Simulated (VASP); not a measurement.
A convergence study with VASP on FeAl (space group no. 221 when undisturbed): one setting is varied, all else stays as given below, so the limit is that of these other settings. One atom is moved off its site, so that forces are finite.

```xyz
2
Lattice="2.9187 0.0000 0.0000 0.0000 2.9187 0.0000 0.0000 0.0000 2.9187" Properties=species:S:1:pos:R:3 pbc="T T T"
Al     1.4594     1.4594     1.5094
Fe     0.0000     0.0000     0.0000
```

All values below come from LDA (Ceperley-Alder, Perdew-Zunger), VASP's LDA PAW potentials (set 64) (plane waves; VASP). The tightest run used: 720 eV cut-off, 11×11×11 Γ-centred mesh, Fermi-Dirac smearing of 0.10 eV, potentials Al Fe.

Q: The settings run are ENCUT = 105; ENCUT = 120; ENCUT = 135; ENCUT = 150; ENCUT = 165; ENCUT = 180; ENCUT = 210; ENCUT = 240; ENCUT = 270; ENCUT = 330; ENCUT = 360; ENCUT = 405; ENCUT = 450; ENCUT = 525; ENCUT = 600; ENCUT = 720. From which on does the stress (every component) stay within 0.1 GPa of the tightest run?

A: From ENCUT = 450 on: it is off by 0.08 there and by no more than 0.1 in any finer run, while ENCUT = 405 is off by 0.24.
```tsv
setting	E (eV/atom)	pressure (GPa)	largest force (eV/Å)	plane waves	difference judged (GPa)
ENCUT = 105	15.5504	-1134.31	0.048	69	1116.83
ENCUT = 120	4.6528	-809.73	0.243	81	792.22
ENCUT = 135	-1.4181	-512.54	0.407	94	495.01
ENCUT = 150	-4.2165	-319.43	0.316	110	301.89
ENCUT = 165	-5.6561	-200.03	0.281	136	182.49
ENCUT = 180	-6.4047	-123.22	0.258	147	105.68
ENCUT = 210	-6.9800	-45.90	0.274	177	28.36
ENCUT = 240	-7.0558	-24.46	0.302	220	6.92
ENCUT = 270	-7.0680	-18.70	0.306	277	1.16
ENCUT = 330	-7.0725	-17.67	0.305	350	0.13
ENCUT = 360	-7.0718	-17.82	0.304	397	0.28
ENCUT = 405	-7.0708	-17.78	0.303	468	0.24
ENCUT = 450	-7.0704	-17.62	0.303	549	0.08
ENCUT = 525	-7.0704	-17.53	0.303	697	0.00
ENCUT = 600	-7.0703	-17.57	0.303	846	0.03
ENCUT = 720	-7.0703	-17.54	0.303	1108	0.00
```

Left out are rungs that failed or repeat a setting and relaxations that didn't move; long series are thinned to 24 rows.

The structure is a typed FeAl crystal (space group no. 221). The cell was not relaxed at this level, it is distorted from the ideal structure. The run is not spin-polarised, so no magnetic state was tried. The electron count is odd and the run is not spin-polarised, which forces a metal.
